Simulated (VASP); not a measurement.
All values below come from rev-vdW-DF2, VASP's PBE PAW potentials (set 64) (plane waves; VASP).

VASP input:

KPOINTS:
```
k-points along high-symmetry lines
15
Line-mode
Reciprocal
  0.000000   0.000000   0.000000 ! GAMMA
 -0.500000  -0.500000   0.000000 ! X

 -0.500000  -0.500000   0.000000 ! X
 -0.375000  -0.375000   0.250000 ! U

 -0.375000  -0.000000   0.375000 ! K
  0.000000   0.000000   0.000000 ! GAMMA

  0.000000   0.000000   0.000000 ! GAMMA
 -0.000000  -0.000000   0.500000 ! L

 -0.000000  -0.000000   0.500000 ! L
 -0.500000  -0.250000   0.250000 ! W

 -0.500000  -0.250000   0.250000 ! W
 -0.500000  -0.500000   0.000000 ! X
```

### POSCAR
```
BN
1
   -0.0000000000     1.8091893654     1.8091893654
    1.8091893654     0.0000000000     1.8091893654
    1.8091893654     1.8091893654     0.0000000000
B N
1 1
Direct
  0.0000000000   0.0000000000   0.0000000000
  0.2500000000   0.2500000000   0.2500000000
```

INCAR:
```
AGGAC  =  0.0
ALGO  =  Normal
EDIFF  =  1E-7
ENCUT  =  520
GGA  =  MK
ICHARG  =  11
ISMEAR  =  0
LASPH  =  .TRUE.
LCHARG  =  .FALSE.
LORBIT  =  11
LREAL  =  .FALSE.
LUSE_VDW  =  .TRUE.
LWAVE  =  .FALSE.
NELM  =  100
PARAM1  =  0.1234568
PARAM2  =  0.7114
PREC  =  Accurate
SIGMA  =  0.05
SYSTEM  =  BN
ZAB_VDW  =  -1.8867
```

POTCAR, in this order: B N (PBE.64 set). Program: vasp_std. Read from the step before: CHGCAR.

The run wrote:

### OSZICAR
```
       N       E                     dE             d eps       ncg     rms          rms(c)
DAV:   1     0.145074751872E+02    0.14507E+02   -0.52823E+03  1464   0.986E+02
DAV:   2    -0.137924191030E+02   -0.28300E+02   -0.26368E+02  1976   0.168E+02
DAV:   3    -0.139909586047E+02   -0.19854E+00   -0.19854E+00  1744   0.178E+01
DAV:   4    -0.139911372971E+02   -0.17869E-03   -0.17869E-03  1944   0.438E-01
DAV:   5    -0.139911373750E+02   -0.77848E-07   -0.77848E-07  1632   0.755E-03
DAV:   6    -0.139911373751E+02   -0.13466E-09   -0.13470E-09  1896   0.232E-04
   1 F= -.13991137E+02 E0= -.13991137E+02  d E =-.377289E-16
```

### OUTCAR
```
 val. band max:        7.2854281159   @ k =   0.0000   0.0000   0.0000

 cond. band min:      11.7977686033   @ k =  -0.5000  -0.5000   0.0000



 k-point     1 :       0.0000    0.0000    0.0000
  band No.  band energies     occupation
      1     -12.8298      2.00000
      2       7.2854      2.00000
      3       7.2854      2.00000
      4       7.2854      2.00000
      5      16.1237      0.00000
      6      16.1237      0.00000
      7      16.1237      0.00000
      8      17.6830      0.00000

 k-point     2 :      -0.0357   -0.0357    0.0000
  band No.  band energies     occupation
      1     -12.7885      2.00000
      2       7.1727      2.00000
      3       7.1776      2.00000
      4       7.1776      2.00000
      5      16.0498      0.00000
      6      16.2659      0.00000
      7      16.2659      0.00000
      8      17.8158      0.00000

 k-point     3 :      -0.0714   -0.0714    0.0000
  band No.  band energies     occupation
      1     -12.6646      2.00000
      2       6.8492      2.00000
      3       6.8770      2.00000
      4       6.8770      2.00000
      5      15.8628      0.00000
      6      16.6692      0.00000
      7      16.6692      0.00000
      8      18.1576      0.00000

 k-point     4 :      -0.1071   -0.1071    0.0000
  band No.  band energies     occupation
      1     -12.4593      2.00000
      2       6.3508      2.00000
      3       6.4375      2.00000
      4       6.4375      2.00000
      5      15.6067      0.00000
      6      17.2782      0.00000
      7      17.2782      0.00000
      8      18.6002      0.00000

 k-point     5 :      -0.1429   -0.1429    0.0000
  band No.  band energies     occupation
      1     -12.1740      2.00000
      2       5.7195      2.00000
      3       5.9178      2.00000
      4       5.9178      2.00000
      5      15.2999      0.00000
      6      18.0318      0.00000
      7      18.0318      0.00000
      8      19.0241      0.00000
...
```

The density is held fixed in this step, so its total energy and stress have no physical meaning.

The compound is BN in the zinc blende structure. It was relaxed first.
